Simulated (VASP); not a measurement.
Output of a VASP run:

### OSZICAR
```
       N       E                     dE             d eps       ncg     rms          rms(c)
DAV:   1     0.931243837937E+02    0.93124E+02   -0.87695E+03 13350   0.137E+03
DAV:   2    -0.150272401582E+02   -0.10815E+03   -0.96951E+02 13240   0.261E+02
DAV:   3    -0.185696601067E+02   -0.35424E+01   -0.34031E+01 16386   0.572E+01
DAV:   4    -0.186093805423E+02   -0.39720E-01   -0.39685E-01 14783   0.512E+00
DAV:   5    -0.186105078440E+02   -0.11273E-02   -0.11273E-02 17943   0.982E-01    0.174E+01
DAV:   6    -0.194989335812E+02   -0.88843E+00   -0.12330E+01 14121   0.839E+01    0.222E+01
DAV:   7    -0.171890758333E+02    0.23099E+01   -0.10346E+01 16636   0.849E+01    0.929E+00
DAV:   8    -0.170741477784E+02    0.11493E+00   -0.52344E-01 17030   0.108E+01    0.469E+00
DAV:   9    -0.170039790795E+02    0.70169E-01   -0.17389E-01 18405   0.883E+00    0.179E+00
DAV:  10    -0.169943022686E+02    0.96768E-02   -0.22702E-02 19628   0.277E+00    0.702E-01
DAV:  11    -0.169935409373E+02    0.76133E-03   -0.20333E-03 19122   0.736E-01    0.270E-01
DAV:  12    -0.169936433776E+02   -0.10244E-03   -0.12635E-04 18312   0.170E-01    0.110E-01
DAV:  13    -0.169936840812E+02   -0.40704E-04   -0.63375E-05 16152   0.135E-01    0.599E-02
DAV:  14    -0.169936788730E+02    0.52083E-05   -0.12767E-05 19346   0.834E-02    0.146E-02
DAV:  15    -0.169936787733E+02    0.99709E-07   -0.18617E-06 19713   0.230E-02    0.636E-03
DAV:  16    -0.169936786867E+02    0.86544E-07   -0.44007E-07 13115   0.166E-02
   1 F= -.16993679E+02 E0= -.16993432E+02  d E =-.169937E+02  mag=     3.0940
       N       E                     dE             d eps       ncg     rms          rms(c)
DAV:   1    -0.169937189053E+02   -0.40132E-04   -0.17873E-03 14717   0.347E-01    0.386E-02
DAV:   2    -0.169937143768E+02    0.45285E-05   -0.10210E-04 17949   0.266E-01    0.558E-02
DAV:   3    -0.169936934549E+02    0.20922E-04   -0.58355E-05 16563   0.224E-01    0.191E-02
DAV:   4    -0.169936887375E+02    0.47174E-05   -0.71668E-06 18253   0.313E-02    0.767E-03
DAV:   5    -0.169936886221E+02    0.11535E-06   -0.46739E-07 16566   0.124E-02    0.240E-03
DAV:   6    -0.169936885873E+02    0.34770E-07   -0.25480E-08  7502   0.225E-03
   2 F= -.16993689E+02 E0= -.16993438E+02  d E =-.990063E-05  mag=     3.0929
```

**OUTCAR**
```
------------------------ aborting loop because EDIFF is reached ----------------------------------------
  FORCE on cell =-STRESS in cart. coord.  units (eV):
  Direction    XX          YY          ZZ          XY          YZ          ZX
  --------------------------------------------------------------------------------------
  Total       -1.1683153     -1.1683153     -1.1577259      0.0000000      0.0000000      0.0000000
  in kB      -69.8370682    -69.8370682    -69.2040780      0.0000000      0.0000000      0.0000000
  external PRESSURE =     -69.6260715 kB  Pullay stress =       0.0000000 kB
  volume of cell :       26.80
      direct lattice vectors                 reciprocal lattice vectors
     2.682392519  0.000000000  0.000000000     0.372801517 -0.000000000  0.000000000
     0.000000000  2.682392519  0.000000000    -0.000000000  0.372801517  0.000000000
    -0.000000000 -0.000000000  3.725117576    -0.000000000 -0.000000000  0.268447903
 POSITION                                       TOTAL-FORCE (eV/Angst)
 -----------------------------------------------------------------------------------
      0.00000      0.00000      0.00000         0.000000      0.000000      0.000000
      1.34120      1.34120      1.86256        -0.000000     -0.000000      0.000000
 -----------------------------------------------------------------------------------
    total drift:                               -0.000000      0.000000      0.000000
  FREE ENERGIE OF THE ION-ELECTRON SYSTEM (eV)
  ---------------------------------------------------
  free  energy   TOTEN  =       -16.9936885873 eV

  energy  without entropy=      -16.9929378045  energy(sigma->0) =      -16.99343833

 total charge

# of ion       s       p       d       tot
------------------------------------------
    1        0.420   0.472   6.185   7.077
    2        0.729   0.696   8.069   9.494
--------------------------------------------------
tot          1.149   1.167  14.254  16.571

 magnetization (x)

# of ion       s       p       d       tot
------------------------------------------
    1       -0.000  -0.001   2.724   2.722
    2       -0.022  -0.056   0.397   0.319
--------------------------------------------------
tot         -0.022  -0.057   3.121   3.042

 reached required accuracy - stopping structural energy minimisation
```
(Selected blocks of OUTCAR.)

File POSCAR:
```
FePt
1
    2.6830555606     0.0000000000     0.0000000000
    0.0000000000     2.6830555606     0.0000000000
    0.0000000000     0.0000000000     3.7232766887
Fe Pt
1 1
Direct
  0.0000000000   0.0000000000   0.0000000000
  0.5000000000   0.5000000000   0.5000000000
```

Question: Reconstruct the remaining input files.

Answer: One answer among several that fit: the input of the run itself, LDA (Ceperley-Alder, Perdew-Zunger), plane waves, VASP's LDA PAW potentials (set 64).

INCAR:
```
# general
SYSTEM   =  FePt
PREC     =  Accurate
ENCUT    =  520
LREAL    =  .FALSE.
LASPH    =  .TRUE.

# electronic loop
EDIFF    =  1E-7
NELM     =  100
ALGO     =  Normal
LMAXMIX  =  6

# smearing
ISMEAR   =  1
SIGMA    =  0.1

# spin
ISPIN    =  2
MAGMOM   =  2.7 0.3

# ions
IBRION   =  2
NSW      =  30
ISIF     =  4
EDIFFG   =  -0.01

# output
LWAVE    =  .FALSE.
LCHARG   =  .FALSE.
LORBIT   =  10
```

**KPOINTS**
```
kpoints
0
Gamma
  14 14 10
```

POTCAR, in this order: Fe Pt (LDA.64 set). Program: vasp_std.

The compound is FePt in the L1_0 structure. This cell is one point of a volume scan, at 1.03 of the reference volume. Symmetry was kept, so distortions that lower it aren't found.
